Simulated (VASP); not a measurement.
**Moving the Hubbard U on Sc d in Sc3Te**

It takes space group Fm-3m (No. 225, cubic). Conventional cell: a = 7.139 Å, b = 7.139 Å, c = 7.139 Å, α = 90.00°, β = 90.00°, γ = 90.00°. Around Sc (site symmetry -43m) lie 4 Sc at 3.09 Å and 4 Te at 3.09 Å. Sc (site symmetry m-3m) has 8 Sc at 3.09 Å as nearest neighbours. Te (site symmetry m-3m) has 8 Sc at 3.09 Å as nearest neighbours.

The cell comes from a database or a generator and needn't be the stable form of this composition.

Kept alike: task single point; functional PBE; k mesh 5 × 5 × 5; occupations fermi-dirac, width 0.05 eV; no spin polarisation. Program: VASP, PBE PAW files Sc_sv, Te, 520 eV. The mesh is that of the run's cell of 4 atoms. No spin-orbit coupling.

| Hubbard U on Sc d, U (eV) | pressure (GPa) |
| --- | --- |
| 2 | 4.03 |
| 3 | 6.09 |
| 4 | 8.03 |
| 5 | 10.08 |
| 6 | ? |
| 8 | 16.67 |

Pressure is positive in compression; the values hold the error of the finite cutoff, so their zero can differ a little from the energy's minimum. U acts here on a shell without spin polarisation. For a metal such a mesh leaves the last digits unconverged. How U acts hangs on the program's projectors. U enters in Dudarev's form.

Task: Fit the rows shown and predict the run at 6 eV.

Result: A least-squares parabola through the rows shown is pressure = 0.0283 U² + 1.8168 U + 0.318 (largest miss 0.067); at U = 6 it gives 12.24 GPa. The run gave: pressure 12.29 GPa.
